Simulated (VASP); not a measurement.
These are revPBE GGA, VASP's PBE PAW potentials (set 64) (plane waves; VASP) values and carry that method's errors.

The input files of a VASP run:

File POSCAR:
```
PbF2
1
    0.0000000000     3.0405300000     2.9546830000
    2.9555420000     0.0000000000     2.9546830000
    2.9555420000     3.0405300000     0.0000000000
Pb F
1 2
Direct
  0.0000000000   0.0000000000   0.0000000000
  0.2500000000   0.2500000000   0.2500000000
  0.7403290000   0.7596710000   0.7596710000
```

KPOINTS:
```
Regular mesh
0
G
6 6 6
```

INCAR:
```
! general
SYSTEM  = PbF2
PREC    = Accurate
ENCUT   = 520
LREAL   = .FALSE.
LASPH   = .TRUE.

! electronic loop
EDIFF   = 1E-6
NELM    = 100
ALGO    = Normal
LMAXMIX = 4

! smearing
ISMEAR  = 0
SIGMA   = 0.05

! functional
GGA     = RE

! ions
ISIF    = 2

! output
LWAVE   = .FALSE.
LCHARG  = .FALSE.
```

POTCAR, in this order: Pb_d F (PBE.64 set). Program: vasp_std.

The resulting files:

**OSZICAR**
```
       N       E                     dE             d eps       ncg     rms          rms(c)
DAV:   1     0.307827840763E+03    0.30783E+03   -0.15090E+04  2456   0.178E+03
DAV:   2     0.120585080150E+02   -0.29577E+03   -0.28441E+03  2826   0.458E+02
DAV:   3    -0.146987107357E+02   -0.26757E+02   -0.26498E+02  2830   0.155E+02
DAV:   4    -0.154997554244E+02   -0.80104E+00   -0.80003E+00  2640   0.276E+01
DAV:   5    -0.155262987590E+02   -0.26543E-01   -0.26542E-01  2876   0.517E+00    0.820E+00
DAV:   6    -0.135026528264E+02    0.20236E+01   -0.10606E+01  3098   0.272E+01    0.272E+00
DAV:   7    -0.135142745824E+02   -0.11622E-01   -0.46437E-01  2470   0.467E+00    0.161E+00
DAV:   8    -0.135282849571E+02   -0.14010E-01   -0.11537E-01  2456   0.426E+00    0.511E-01
DAV:   9    -0.135260683298E+02    0.22166E-02   -0.21202E-02  2810   0.116E+00    0.111E-01
DAV:  10    -0.135282376546E+02   -0.21693E-02   -0.26763E-03  2448   0.478E-01    0.303E-02
DAV:  11    -0.135282631281E+02   -0.25474E-04   -0.13746E-04  2590   0.114E-01    0.126E-02
DAV:  12    -0.135282830348E+02   -0.19907E-04   -0.44333E-05  2540   0.700E-02    0.751E-03
DAV:  13    -0.135282823132E+02    0.72163E-06   -0.79671E-06  2240   0.344E-02
   1 F= -.13528282E+02 E0= -.13528282E+02  d E =-.316930E-16
```

**OUTCAR**
```
------------------------ aborting loop because EDIFF is reached ----------------------------------------
  FORCE on cell =-STRESS in cart. coord.  units (eV):
  Direction    XX          YY          ZZ          XY          YZ          ZX
  --------------------------------------------------------------------------------------
  Total        1.2935296      0.7813860      1.2872747      0.0000000      0.1567215      0.0000000
  in kB       39.0265023     23.5748471     38.8377896      0.0000000      4.7283734      0.0000000
  external PRESSURE =      33.8130463 kB  Pullay stress =       0.0000000 kB
  volume of cell :       53.10
      direct lattice vectors                 reciprocal lattice vectors
     0.000000000  3.040530000  2.954683000    -0.169173708  0.164445015  0.169222891
     2.955542000  0.000000000  2.954683000     0.169173708 -0.164445015  0.169222891
     2.955542000  3.040530000  0.000000000     0.169173708  0.164445015 -0.169222891
 POSITION                                       TOTAL-FORCE (eV/Angst)
 -----------------------------------------------------------------------------------
      0.00000      0.00000      0.00000         0.043335      0.000000      0.000000
      1.47777      1.52026      1.47734         0.107604      0.000000      0.000000
      4.49048      4.56079      4.43202        -0.150939      0.000000      0.000000
 -----------------------------------------------------------------------------------
    total drift:                                0.000280     -0.000001     -0.000002
  FREE ENERGIE OF THE ION-ELECTRON SYSTEM (eV)
  ---------------------------------------------------
  free  energy   TOTEN  =       -13.5282823132 eV

  energy  without entropy=      -13.5282823132  energy(sigma->0) =      -13.52828231
```
(Selected blocks of OUTCAR.)

File OUTCAR:
```
 val. band max:        1.8271297322   @ k =   0.5000  -0.1667   0.3333

 cond. band min:       6.2764598231   @ k =   0.5000   0.5000   0.0000


 Fermi energy:         2.1035708029

 k-point     1 :       0.0000    0.0000    0.0000
  band No.  band energies     occupation
      1     -19.2190      2.00000
      2     -18.6413      2.00000
      3     -12.7115      2.00000
      4     -12.6908      2.00000
      5     -12.6899      2.00000
      6     -12.6594      2.00000
      7     -12.6501      2.00000
      8      -2.8233      2.00000
      9      -0.5553      2.00000
     10      -0.5542      2.00000
     11      -0.5015      2.00000
     12      -0.1846      2.00000
     13       0.0200      2.00000
     14       0.0225      2.00000
     15       8.5513      0.00000
     16       8.5862      0.00000
     17       8.7732      0.00000
     18      12.7140      0.00000

 k-point     2 :       0.1667   -0.0000    0.0000
  band No.  band energies     occupation
      1     -19.1698      2.00000
      2     -18.6857      2.00000
      3     -12.6990      2.00000
      4     -12.6861      2.00000
      5     -12.6569      2.00000
      6     -12.6497      2.00000
      7     -12.6407      2.00000
      8      -3.2302      2.00000
      9      -0.7230      2.00000
     10      -0.6050      2.00000
     11      -0.5647      2.00000
     12      -0.1255      2.00000
     13      -0.0248      2.00000
     14       0.5604      2.00000
     15       7.9216      0.00000
     16       8.7587      0.00000
     17       8.8832      0.00000
     18      14.0458      0.00000

 k-point     3 :      -0.0000    0.1667    0.0000
  band No.  band energies     occupation
      1     -19.1714      2.00000
      2     -18.6843      2.00000
      3     -12.6955      2.00000
      4     -12.6811      2.00000
      5     -12.6627      2.00000
      6     -12.6495      2.00000
      7     -12.6460      2.00000
      8      -3.1899      2.00000
      9      -0.7059      2.00000
...
```

Unless said otherwise, spin-orbit coupling is left out, though it shifts the bands of the heavy elements here.

The compound is PbF2 in the fluorite structure, the β form. The cell was not relaxed at this level, atoms are displaced from their ideal sites. The run is one of a series of settings (GGA = RE against the base run), some of them coarse on purpose.
